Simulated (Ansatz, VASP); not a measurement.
# SnPtSe2S2 in two plane-wave programs, part 2 of 3

Aim: how closely do two programs agree when they are given the same cell, functional and k mesh? The cell is taken from a series of runs on this material, whose earlier steps may have relaxed, scaled, displaced or heated it; both programs get it as it stands.

VASP 6.6.1 and Ansatz 0.2.0.

So far: Starting point; Ansatz: single point, LDA, pair 1.

## Step 3: VASP: single point, LDA, pair 1

Level of this step: LDA; plane waves and PAW (Se, Pt, S, Sn_d) (VASP).

The same cell, functional (in two slightly different forms), mesh and smearing now go to VASP, with its own data sets.

Lines of VASP's logs that name or quote its potential files are left out, and so is its time.

INCAR

```
SYSTEM = SnPtSe2S2
PREC = Accurate
ENCUT = 400
EDIFF = 1E-06
NELM = 120
ISMEAR = -1
SIGMA = 0.02
LREAL = .FALSE.
ALGO = Normal
GGA = CA
NBANDS = 30
LASPH = .TRUE.
LORBIT = 11
LWAVE = .FALSE.
LCHARG = .FALSE.
ISIF = 2
LDIPOL = .TRUE.
IDIPOL = 3
DIPOL = 0.5 0.5 0.505
LVHAR = .TRUE.
GGA_COMPAT = .FALSE.
EFERMI = MIDGAP
NELMDL = -8
KPAR = 2
```

POSCAR

```
SnPtSe2S2
1.0
    3.6999234400      0.0000000000      0.0000000000
   -1.8499617200      3.2042276911      0.0000000000
    0.0000000000      0.0000000000     22.6030643076
Se Pt S Sn
2 1 2 1
Direct
    0.3333333333      0.6666666667      0.6930586749
    0.6666666667      0.3333333333      0.5807602386
    0.0000000000      0.0000000000      0.6368237660
    0.6666666667      0.3333333333      0.4352304380
    0.0000000000      0.0000000000      0.3084636709
    0.3333333333      0.6666666667      0.3716229856
```

KPOINTS

```
Automatic mesh
0
Gamma
12 12 1
0 0 0
```

The projector-augmented-wave data sets are Se, Pt, S and Sn_d (LDA family, release 64).

Started as:

```console
mpirun -np 2 vasp_std
```

Numbers of over 12 decimals in the logs are rounded to 6 here.

Log:

```text
[banner, memory and clock lines left out]
running    2 mpi-ranks, on    1 nodes
 distrk:  each k-point on    1 cores,    2 groups
 distr:  one band on    1 cores,    1 groups

 POSCAR found type information on POSCAR SePtS Sn
 POSCAR found :  4 types and       6 ions
 LDA part: xc-table for (Slater(with rela. corr.)+CA(PZ))
 , standard interpolation
 POSCAR, INCAR and KPOINTS ok, starting setup
 FFT: planning ... GRIDC
 FFT: planning ... GRID_SOFT
 FFT: planning ... GRID
 WAVECAR not read
 entering main loop
       N       E                     dE             d eps       ncg     rms          rms(c)
DAV:   1     0.360934178216E+03    0.36093E+03   -0.17938E+04  1220   0.120E+03
DAV:   2     0.949261966661E+01   -0.35144E+03   -0.33688E+03  1402   0.281E+02
DAV:   3    -0.313658917914E+02   -0.40859E+02   -0.39846E+02  1358   0.115E+02
DAV:   4    -0.331475757702E+02   -0.17817E+01   -0.17628E+01  1434   0.262E+01
DAV:   5    -0.332122870831E+02   -0.64711E-01   -0.64652E-01  1526   0.467E+00
DAV:   6    -0.332143340897E+02   -0.20470E-02   -0.20468E-02  1608   0.806E-01
DAV:   7    -0.332143985069E+02   -0.64417E-04   -0.64415E-04  1634   0.126E-01
DAV:   8    -0.332143993739E+02   -0.86701E-06   -0.86702E-06  1488   0.148E-02    0.160E+01
DAV:   9    -0.320041789929E+02    0.12102E+01   -0.51187E+00  1256   0.191E+01    0.961E+00
DAV:  10    -0.318582866262E+02    0.14589E+00   -0.19782E+00  1226   0.108E+01    0.436E+00
DAV:  11    -0.317532667643E+02    0.10502E+00   -0.23153E-01  1302   0.419E+00    0.908E-01
DAV:  12    -0.317484090911E+02    0.48577E-02   -0.58227E-02  1332   0.156E+00    0.373E-01
DAV:  13    -0.317476487056E+02    0.76039E-03   -0.86743E-03  1334   0.545E-01    0.219E-01
DAV:  14    -0.317476257797E+02    0.22926E-04   -0.10963E-03  1458   0.261E-01    0.123E-01
[...]
DAV:  18    -0.317476778713E+02   -0.94364E-05   -0.34194E-06  1282   0.856E-03    0.794E-03
DAV:  19    -0.317476830988E+02   -0.52276E-05   -0.64819E-07   900   0.597E-03    0.436E-03
DAV:  20    -0.317476938962E+02   -0.10797E-04   -0.96707E-07   942   0.434E-03    0.132E-03
DAV:  21    -0.317477015855E+02   -0.76893E-05   -0.45004E-07   930   0.329E-03    0.258E-03
DAV:  22    -0.317477094583E+02   -0.78729E-05   -0.27389E-07   854   0.216E-03    0.695E-04
DAV:  23    -0.317477151384E+02   -0.56801E-05   -0.47224E-07   874   0.184E-03    0.121E-03
DAV:  24    -0.317477170421E+02   -0.19037E-05   -0.67126E-08   822   0.107E-03    0.299E-04
DAV:  25    -0.317477177980E+02   -0.75591E-06   -0.27757E-08   828   0.714E-04
   1 F= -.31747718E+02 E0= -.31747651E+02  d E =-.132993E-03
```

Parts of OUTCAR (step 3):

```text
ion  position               nearest neighbor table
   1  0.333  0.667  0.693-   3 2.49   3 2.49   3 2.49
   2  0.667  0.333  0.581-   3 2.48   3 2.48   3 2.48
   3  0.000  0.000  0.637-   2 2.48   2 2.48   2 2.48   1 2.49   1 2.49   1 2.49
   4  0.667  0.333  0.435-   6 2.57   6 2.57   6 2.57
   5  0.000  0.000  0.308-   6 2.57   6 2.57   6 2.57
   6  0.333  0.667  0.372-   5 2.57   5 2.57   5 2.57   4 2.57   4 2.57   4 2.57

  LATTYP: Found a hexagonal cell.
 ALAT       =     3.6999234400
 C/A-ratio  =     6.1090627074

 Subroutine GETGRP returns: Found  6 space group operations
 (whereof  6 operations were pure point group operations)

The static configuration has the point symmetry C_3v.

 Found     19 irreducible k-points:

   k-points           NKPTS =     19   k-points in BZ     NKDIM =     19   number of bands    NBANDS=     30

   dimension x,y,z NGX =    24 NGY =   24 NGZ =  150
   dimension x,y,z NGXF=    48 NGYF=   48 NGZF=  300

   ENCUT  =  400.0 eV  29.40 Ry    5.42 a.u.   6.03  6.03 36.86*2*pi/ulx,y,z

   NELECT =      48.0000    total number of electrons

 k-points in reciprocal lattice and weights: Automatic mesh
   0.00000000  0.00000000  0.00000000       0.007
   0.08333333 -0.00000000  0.00000000       0.042
   0.16666667  0.00000000  0.00000000       0.042
   0.25000000  0.00000000  0.00000000       0.042
   0.33333333 -0.00000000  0.00000000       0.042
   0.41666667 -0.00000000  0.00000000       0.042
   0.50000000  0.00000000  0.00000000       0.021
   0.08333333  0.08333333  0.00000000       0.042
   0.16666667  0.08333333  0.00000000       0.083
[...]
0.33333333  0.25000000  0.00000000       0.083
   0.33333333  0.33333333  0.00000000       0.014

 dipolmoment           0.000000      0.000000      0.004562 electrons x Angstroem

 average (electrostatic) potential at core
       1 -64.5866       2 -64.6205       3 -74.6460       4 -92.2766       5 -92.2401
       6-107.5553

 E-fermi :  -0.1984

 k-point     1 :       0.0000    0.0000    0.0000
  band No.  band energies     occupation
    ...
     20      -1.7813      2.00000
     21      -1.5296      2.00000
     22      -0.8836      2.00000
     23      -0.4936      2.00000
     24      -0.4936      2.00000
     25       0.7581      0.00000
     26       1.9131      0.00000
     27       2.6770      0.00000
     28       2.6770      0.00000
     29       3.6248      0.00000
    ...

 k-point     2 :       0.0833   -0.0000    0.0000
  band No.  band energies     occupation
    ...
     20      -1.7984      2.00000
     21      -1.6926      2.00000
     22      -0.7609      2.00000
     23      -0.4903      2.00000
     24      -0.4669      2.00000
     25       1.0540      0.00000
     26       2.1238      0.00000
     27       2.3266      0.00000
     28       2.5489      0.00000
     29       3.5384      0.00000
    ...

 k-point     3 :       0.1667    0.0000    0.0000
  band No.  band energies     occupation
    ...
     20      -2.1747      2.00000
     21      -1.6475      2.00000
     22      -0.6434      2.00000
     23      -0.5696      2.00000
     24      -0.3839      1.99981
     25       1.2221      0.00000
     26       1.2627      0.00000
     27       2.3227      0.00000
     28       2.8680      0.00000
     29       3.9784      0.00000
    ...

  Total       -1.2705392     -1.2705392      1.2695593      0.0000000     -0.0000000      0.0000000
  in kB       -7.5965296     -7.5965296      7.5906704      0.0000000     -0.0000000      0.0000000
  external PRESSURE =      -2.5341296 kB  Pullay stress =       0.0000000 kB

  energy-cutoff  :      400.00
  volume of cell :      267.97
      direct lattice vectors                 reciprocal lattice vectors
     3.699923440  0.000000000  0.000000000     0.270275863  0.156043842  0.000000000
    -1.849961720  3.204227691  0.000000000     0.000000000  0.312087684  0.000000000
     0.000000000  0.000000000 22.603064308     0.000000000  0.000000000  0.044241789

 POSITION                                       TOTAL-FORCE (eV/Angst)
 -----------------------------------------------------------------------------------
     -0.00000      2.13615     15.66525         0.000000     -0.000000      0.120481
      1.84996      1.06808     13.12696         0.000000      0.000000      0.000256
      0.00000      0.00000     14.39417        -0.000000     -0.000000      0.060584
      1.84996      1.06808      9.83754        -0.000000     -0.000000     -0.041001
      0.00000      0.00000      6.97222        -0.000000     -0.000000     -0.101788
     -0.00000      2.13615      8.39982         0.000000     -0.000000     -0.038534
 -----------------------------------------------------------------------------------
    total drift:                                0.000000      0.000000      0.000363

  FREE ENERGIE OF THE ION-ELECTRON SYSTEM (eV)
  ---------------------------------------------------
  free  energy   TOTEN  =       -31.7477177980 eV

  energy  without entropy=      -31.7475848052  energy(sigma->0) =      -31.74765130

 vacuum level on the upper side and lower side of the slab         5.519         5.449

 total charge
# of ion       s       p       d       tot
------------------------------------------
    1        1.480   2.264   0.063   3.808
    2        1.486   2.260   0.065   3.811
    3        0.697   0.741   8.048   9.486
    4        1.367   2.318   0.000   3.685
    5        1.363   2.326   0.000   3.689
    6        1.039   1.064  10.141  12.245
--------------------------------------------------
tot          7.432  10.973  18.318  36.724

[... 3 further parts left out ...]
```

## Step 4: Comparison

Known differences besides the potentials themselves: the two LDA forms differ slightly; the data sets hold 76 valence electrons in Ansatz (on its default PAW (the set named soft_2) files) and 48 in VASP; the cutoff is 420 eV in Ansatz and 400 eV in VASP; VASP's log shows a relativistic correction to its local exchange, Ansatz's none. Total energies have different zeros and are not compared.

Compared:

```csv
quantity,Ansatz,VASP,difference
gap on the k mesh (eV),0.190,0.207,-0.018
```

Forces (eV/Å; atoms numbered as in POSCAR):

```csv
atom,"Ansatz x, y, z","VASP x, y, z"
Se1,"0.000, 0.000, 0.072","0.000, 0.000, 0.120"
Se2,"0.000, 0.000, 0.047","0.000, 0.000, 0.000"
Pt3,"0.000, 0.000, 0.059","0.000, 0.000, 0.061"
S4,"0.000, 0.000, -0.038","0.000, 0.000, -0.041"
S5,"0.000, 0.000, -0.099","0.000, 0.000, -0.102"
Sn6,"0.000, 0.000, -0.041","0.000, 0.000, -0.039"
```

The forces differ by 16 meV/Å r.m.s., which is 38.0 % of the r.m.s. force of 0.042 eV/Å (both taken over all components). A gap on the mesh is an upper bound, since the band edges may lie between its points; neither run holds spin-orbit coupling, which can move the band edges of a compound of Pt. With vacuum in the cell, a pressure given here is an average over mostly empty space and none of the material.

## Step 5: Ansatz: single point, LDA, pair 2

With cell and atoms fixed, the geometry can't cause a difference; cores, projectors, grids and the points listed under the comparison can.

The cell is taken from a series of runs on this material, whose earlier steps may have relaxed, scaled, displaced or heated it; both programs get it as it stands.

input.yaml

```yaml
crystal:
  lattice:
    - [3.69992344, 0.0, 0.0]
    - [-1.84996172, 3.2042276911, 0.0]
    - [0.0, 0.0, 22.6030643076]
  atoms:
    - { symbol: Se, position: [0.3333333333, 0.6666666667, 0.6930586749] }
    - { symbol: Pt, position: [0.0, 0.0, 0.636823766] }
    - { symbol: Se, position: [0.6666666667, 0.3333333333, 0.5807602386] }
    - { symbol: S, position: [0.6666666667, 0.3333333333, 0.435230438] }
    - { symbol: Sn, position: [0.3333333333, 0.6666666667, 0.3716229856] }
    - { symbol: S, position: [0.0, 0.0, 0.3084636709] }
kpoints:
  mp_grid: { grid: [12, 12, 1] }
scf:
  occupations: { method: fermi_dirac, width: 0.02 }
  n_extra_bands: 8
hamiltonian:
  xc: lda
  pseudopotentials: { kind: paw }
output:
  forces: true
  write_density: true
  write_potential: true
  elf: true
  volumetric_format: npy
efield:
  axis: 3
  dipole_correction: true
```

Started as:

```console
ansatz run input.yaml --threads 4 --pin off --max-ram 12288MiB --backend cpu --events-out ev --progress --plain --runs-dir out
```

Log:

```text
[...]
Crystal: 6 atoms, lattice volume = 267.968 Å³
Basis set: ecut = 420 eV, 5235 PW (Γ)
Bands: 46, of which v1, the nominal top of the filled ones, is band 38 counted from 1 (37 counted from 0)
Symmetry: 6 space group operations
[...]
k-points: 19 of 144 (time reversal used)
[...]
k-point 0: bands = [... 34 lower, 0.3743, 1.0334, 1.4208, 1.4208, 2.6389, 3.8194, 4.5961, 4.5961, ... 4 higher]
  k-point 1: bands = [... 34 lower, 0.2236, 1.1575, 1.4246, 1.4491, 2.9379, 4.0419, 4.2327, 4.4686, ... 4 higher]
  k-point 2: bands = [... 34 lower, 0.2689, 1.2746, 1.3466, 1.5325, 3.1337, 3.1626, 4.2432, 4.7690, ... 4 higher]
  k-point 18: bands = [... 34 lower, -0.3627, -0.1837, 0.4679, 0.6570, 2.9120, 3.3478, 3.4215, 6.4381, ... 4 higher]
[key lines of the parts left out:]
SCF converged after 8 iterations
Free energy (F): -30632.167824 eV
Fermi energy:    1.707338 eV
Dipole field:    D = -0.002389 V/Å  (p = -0.003538 e·Å, saw-weighted, corrected)
Work function:   Φ+ = 5.7153 eV   Φ− = 5.6613 eV
```

## Step 6: VASP: single point, LDA, pair 2

The same cell, functional (in two slightly different forms), mesh and smearing now go to VASP, with its own data sets.

INCAR is that of step 3.

POSCAR is that of step 3.

KPOINTS is that of step 3.

Started as:

```console
mpirun -np 2 vasp_std
```

Log:

```text
[... set-up lines as in an earlier step ...]
 entering main loop
       N       E                     dE             d eps       ncg     rms          rms(c)
[... 25 cycles as in an earlier step ...]
   1 F= -.31747718E+02 E0= -.31747651E+02  d E =-.132993E-03
```

Parts of OUTCAR (step 6):

```text
[... 6 parts as in an earlier step ...]

[... 1 further part left out ...]
[key lines of the parts left out:]
E-fermi :  -0.1984
```

## Step 7: Differences

What differs besides the data sets and the points named for the pairs above, as far as they apply: the data sets hold 76 valence electrons in Ansatz (on its default PAW (the set named soft_2) files) and 48 in VASP. Total energies have different zeros and are not compared.

The two programs side by side:

```csv
quantity,Ansatz,VASP,difference
gap on the k mesh (eV),0.190,0.207,-0.017
```

Forces (eV/Å; atoms numbered as in POSCAR):

```csv
atom,"Ansatz x, y, z","VASP x, y, z"
Se1,"0.000, 0.000, 0.072","0.000, 0.000, 0.120"
Se2,"0.000, 0.000, 0.047","0.000, 0.000, 0.000"
Pt3,"0.000, 0.000, 0.059","0.000, 0.000, 0.061"
S4,"0.000, 0.000, -0.038","0.000, 0.000, -0.041"
S5,"0.000, 0.000, -0.098","0.000, 0.000, -0.102"
Sn6,"0.000, 0.000, -0.041","0.000, 0.000, -0.039"
```

The forces differ by 16 meV/Å r.m.s., which is 38.0 % of the r.m.s. force of 0.042 eV/Å (both taken over all components). A gap on the mesh is an upper bound, since the band edges may lie between its points; neither run holds spin-orbit coupling, which can move the band edges of a compound of Pt. With vacuum in the cell, a pressure given here is an average over mostly empty space and none of the material.

## Step 8: VASP: single point, LDA, spin-orbit coupling

With cell and atoms fixed, the geometry can't cause a difference; cores, projectors, grids and the points listed under the comparison can.

Changes to INCAR since step 6:

```diff
@@ -4,3 +4,3 @@
 EDIFF = 1E-06
-NELM = 120
+NELM = 200
 ISMEAR = -1
@@ -10,4 +10,9 @@
 GGA = CA
-NBANDS = 30
+LNONCOLLINEAR = .TRUE.
+MAGMOM = 0 0 0 0 0 0 0 0 0 0 0 0 0 0 0 0 0 0
+NBANDS = 60
+GGA_COMPAT = .FALSE.
 LASPH = .TRUE.
+LSORBIT = .TRUE.
+LMAXMIX = 4
 LORBIT = 11
@@ -20,3 +25,2 @@
 LVHAR = .TRUE.
-GGA_COMPAT = .FALSE.
 EFERMI = MIDGAP
```

POSCAR is that of step 6.

KPOINTS is that of step 6.

Started as:

```console
mpirun -np 2 vasp_ncl
```

Log:

```text
[... set-up lines as in an earlier step ...]
 entering main loop
       N       E                     dE             d eps       ncg     rms          rms(c)
DAV:   1     0.373915424934E+03    0.37392E+03   -0.17772E+04  4048   0.120E+03
DAV:   2     0.158069840953E+02   -0.35811E+03   -0.34398E+03  4464   0.288E+02
DAV:   3    -0.313283465972E+02   -0.47135E+02   -0.46091E+02  4496   0.127E+02
DAV:   4    -0.336006089763E+02   -0.22723E+01   -0.22376E+01  4648   0.312E+01
[...]
DAV:  25    -0.321972994538E+02   -0.23909E-05   -0.65983E-08  2560   0.115E-03    0.284E-04
DAV:  26    -0.321973005944E+02   -0.11405E-05   -0.34451E-08  2444   0.856E-04    0.238E-04
DAV:  27    -0.321973010005E+02   -0.40616E-06   -0.15940E-08  2192   0.632E-04
   1 F= -.32197301E+02 E0= -.32197111E+02  d E =-.380825E-03  mag=    -0.0000    -0.0000    -0.0000
```

[end of part 2 of 3]

[Lines on the potential files, build, host, timing and source positions are cut from VASP's logs without a mark.]

[Logs are printed without paths, hosts, clocks, repeated set-up lines and the standing remarks that a program may print on its own settings, such as how far it seeks lower states.]

[Hosts, paths, dates, database ids (printed as entryN), source tags and the programs' standing remarks are cut or masked in the printed files.]
